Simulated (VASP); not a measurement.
All values below come from PBEsol GGA, VASP's PBE PAW potentials (set 64) (plane waves; VASP).

A VASP calculation is set up with these files.

**KPOINTS**
```
Automatic mesh
0
Gamma
12 12 12
0 0 0
```

**POSCAR**
```
K
1
   -2.2008364483     2.2008364483     2.2008364483
    2.2008364483    -2.2008364483     2.2008364483
    2.2008364483     2.2008364483    -2.2008364483
K
1
Direct
  0.0000000000   0.0000000000   0.0000000000
```

### INCAR
```
SYSTEM  =  K
PREC  =  Accurate; ENCUT  =  500; LREAL  =  .FALSE.
LASPH  =  .TRUE.
EDIFF  =  1E-6; NELM  =  100; ALGO  =  Normal
ISMEAR  =  1; SIGMA  =  0.1
GGA  =  PS
IBRION  =  2; NSW  =  40; ISIF  =  3
EDIFFG  =  -0.02; PSTRESS  =  50
LWAVE  =  .FALSE.; LCHARG  =  .FALSE.
```

POTCAR, in this order: K_sv (PBE.64 set). Program: vasp_std.

Output of the run:

**OSZICAR**
```
       N       E                     dE             d eps       ncg     rms          rms(c)
DAV:   1     0.434460735550E+02    0.43446E+02   -0.39391E+03  1152   0.903E+02
DAV:   2     0.179121317860E+00   -0.43267E+02   -0.43010E+02  1168   0.221E+02
DAV:   3    -0.837600021813E+00   -0.10167E+01   -0.10134E+01  1928   0.312E+01
DAV:   4    -0.850894017440E+00   -0.13294E-01   -0.13292E-01  1648   0.261E+00
DAV:   5    -0.850963911888E+00   -0.69894E-04   -0.69895E-04  1992   0.150E-01    0.411E+00
DAV:   6    -0.843909415797E+00    0.70545E-02   -0.13563E-02  1584   0.116E+00    0.272E+00
DAV:   7    -0.843426166298E+00    0.48325E-03   -0.19213E-02  1480   0.128E+00    0.212E-01
DAV:   8    -0.843113294120E+00    0.31287E-03   -0.28354E-03  1648   0.666E-01    0.702E-02
DAV:   9    -0.843114807787E+00   -0.15137E-05   -0.29004E-05  1768   0.420E-02    0.517E-02
DAV:  10    -0.843115805429E+00   -0.99764E-06   -0.11183E-05  1816   0.328E-02    0.274E-03
DAV:  11    -0.843116320721E+00   -0.51529E-06   -0.12097E-06  1440   0.130E-02
   1 F= 0.48759154E+00 E0= 0.48777064E+00  d E =0.487592E+00
       N       E                     dE             d eps       ncg     rms          rms(c)
DAV:   1    -0.838485520495E+00    0.46303E-02   -0.34962E-02  1176   0.230E+00    0.274E-01
DAV:   2    -0.837500411782E+00    0.98511E-03   -0.32961E-03  1384   0.733E-01    0.105E-01
DAV:   3    -0.837205627998E+00    0.29478E-03   -0.11996E-03  1728   0.319E-01    0.919E-02
DAV:   4    -0.837233506315E+00   -0.27878E-04   -0.41153E-05  1920   0.673E-02    0.300E-02
DAV:   5    -0.837244304772E+00   -0.10798E-04   -0.57103E-05  1624   0.496E-02    0.710E-03
DAV:   6    -0.837245428659E+00   -0.11239E-05   -0.59372E-07  1176   0.704E-03    0.292E-03
DAV:   7    -0.837245698612E+00   -0.26995E-06   -0.12632E-07   744   0.367E-03
   2 F= 0.48751460E+00 E0= 0.48769076E+00  d E =-.769400E-04
```

**OUTCAR**
```
------------------------ aborting loop because EDIFF is reached ----------------------------------------
  FORCE on cell =-STRESS in cart. coord.  units (eV):
  Direction    XX          YY          ZZ          XY          YZ          ZX
  --------------------------------------------------------------------------------------
  Total        1.3189280      1.3189280      1.3189280     -0.0000000      0.0000000     -0.0000000
  in kB       49.7798737     49.7798737     49.7798737     -0.0000000      0.0000000     -0.0000000
  external PRESSURE =      -0.2201263 kB  Pullay stress =      50.0000000 kB
  volume of cell :       42.45
      direct lattice vectors                 reciprocal lattice vectors
    -2.197552692  2.197552692  2.197552692     0.000000000  0.227525830  0.227525830
     2.197552692 -2.197552692  2.197552692     0.227525830  0.000000000  0.227525830
     2.197552692  2.197552692 -2.197552692     0.227525830  0.227525830  0.000000000
 POSITION                                       TOTAL-FORCE (eV/Angst)
 -----------------------------------------------------------------------------------
      2.19755      2.19755      2.19755         0.000000     -0.000000      0.000000
 -----------------------------------------------------------------------------------
    total drift:                                0.000000      0.000000      0.000000
  FREE ENERGIE OF THE ION-ELECTRON SYSTEM (eV)
  ---------------------------------------------------
  free  energy   TOTEN  =        -0.8372456986 eV

  energy  without entropy=       -0.8367172151  energy(sigma->0) =       -0.83706954
  enthalpy is  TOTEN    =         0.4875146014 eV   P V=        1.3247603000

 reached required accuracy - stopping structural energy minimisation
```
(Selected blocks of OUTCAR.)

File CONTCAR:
```
K
   1.00000000000000
    -2.1975526919245718    2.1975526919245718    2.1975526919245718
     2.1975526919245718   -2.1975526919245718    2.1975526919245718
     2.1975526919245718    2.1975526919245718   -2.1975526919245718
  K
     1
Direct
     1.0000000000000000    1.0000000000000000    1.0000000000000000
```

OUTCAR:
```
 val. band max:        1.4273267834   @ k =  -0.3333   0.4167   0.1667

 cond. band min:       1.4690422383   @ k =   0.2500   0.2500   0.0000


 Fermi energy:         1.4582975918

 k-point     1 :       0.0000    0.0000    0.0000
  band No.  band energies     occupation
      1     -30.4570      2.00000
      2     -13.8320      2.00000
      3     -13.8320      2.00000
      4     -13.8320      2.00000
      5      -1.5803      2.00000
      6       6.0936      0.00000
      7       6.0936      0.00000
      8       6.0936      0.00000

 k-point     2 :       0.0833    0.0000    0.0000
  band No.  band energies     occupation
      1     -30.4538      2.00000
      2     -13.8615      2.00000
      3     -13.8405      2.00000
      4     -13.8323      2.00000
      5      -1.4387      2.00000
      6       5.9405      0.00000
      7       5.9577      0.00000
      8       6.2243      0.00000

 k-point     3 :       0.1667    0.0000    0.0000
  band No.  band energies     occupation
      1     -30.4450      2.00000
      2     -13.9404      2.00000
      3     -13.8634      2.00000
      4     -13.8331      2.00000
      5      -1.0303      2.00000
      6       5.4002      0.00000
      7       5.5781      0.00000
      8       6.6106      0.00000

 k-point     4 :       0.2500    0.0000    0.0000
  band No.  band energies     occupation
      1     -30.4328      2.00000
      2     -14.0450      2.00000
      3     -13.8945      2.00000
      4     -13.8343      2.00000
      5      -0.4022      2.00000
      6       4.5911      0.00000
      7       5.1710      0.00000
      8       7.2364      0.00000

 k-point     5 :       0.3333    0.0000    0.0000
  band No.  band energies     occupation
      1     -30.4207      2.00000
      2     -14.1461      2.00000
      3     -13.9253      2.00000
      4     -13.8354      2.00000
      5       0.3695      2.00000
      6       3.7994      0.00000
      7       4.8291      0.00000
...
```

The compound is K in the bcc structure. This run relaxes it under an external pressure of 5 GPa. Symmetry was kept, so distortions that lower it aren't found.
